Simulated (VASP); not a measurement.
Consider the following.

```
S3Sb2
1.0
    3.56460     2.05802     5.92740
   -3.56460     2.05802     5.92740
    0.00000    -4.11605     5.92740
Sb S
4 6
Cartesian
  0.00000   0.00000   6.15382
  0.00000   0.00000   2.73729
  0.00000   0.00000  11.62839
  0.00000   0.00000  15.04492
 -1.57262   2.05802  10.37295
 -0.99599  -2.39094  10.37295
  2.56861   0.33292  10.37295
  1.57262  -2.05802   7.40925
  0.99599   2.39094   7.40925
 -2.56861  -0.33292   7.40925
```

These are PBEsol GGA, VASP's PBE PAW potentials (set 64) (plane waves; VASP) values and carry that method's errors. Numerical set-up: 400 eV cut-off, 5×5×5 Γ-centred mesh, tetrahedra with Blöchl corrections, potentials Sb S.

The cores are frozen, which limits the accuracy of field gradients.

### Question
Give the principal components of the electric field gradient (V/Å²) and the asymmetry η at each nucleus.

### Answer

```json
[
 {"atom": "Sb1", "Vxx": "36.1", "Vyy": "36.1", "Vzz": "-72.1", "η": "0.00"},
 {"atom": "Sb2", "Vxx": "36.1", "Vyy": "36.1", "Vzz": "-72.1", "η": "0.00"},
 {"atom": "Sb3", "Vxx": "36.1", "Vyy": "36.1", "Vzz": "-72.1", "η": "0.00"},
 {"atom": "Sb4", "Vxx": "36.1", "Vyy": "36.1", "Vzz": "-72.1", "η": "0.00"},
 {"atom": "S5", "Vxx": "49.3", "Vyy": "33.3", "Vzz": "-82.6", "η": "0.19"},
 {"atom": "S6", "Vxx": "49.3", "Vyy": "33.3", "Vzz": "-82.6", "η": "0.19"},
 {"atom": "S7", "Vxx": "49.3", "Vyy": "33.3", "Vzz": "-82.6", "η": "0.19"},
 {"atom": "S8", "Vxx": "49.3", "Vyy": "33.3", "Vzz": "-82.6", "η": "0.19"},
 {"atom": "S9", "Vxx": "49.3", "Vyy": "33.3", "Vzz": "-82.6", "η": "0.19"},
 {"atom": "S10", "Vxx": "49.3", "Vyy": "33.3", "Vzz": "-82.6", "η": "0.19"}
]
```

The structure was generated: Sb2S3 was put into the corundum type (R-3c), which need not be its known phase. It was relaxed first, which changed the volume by +20 %.
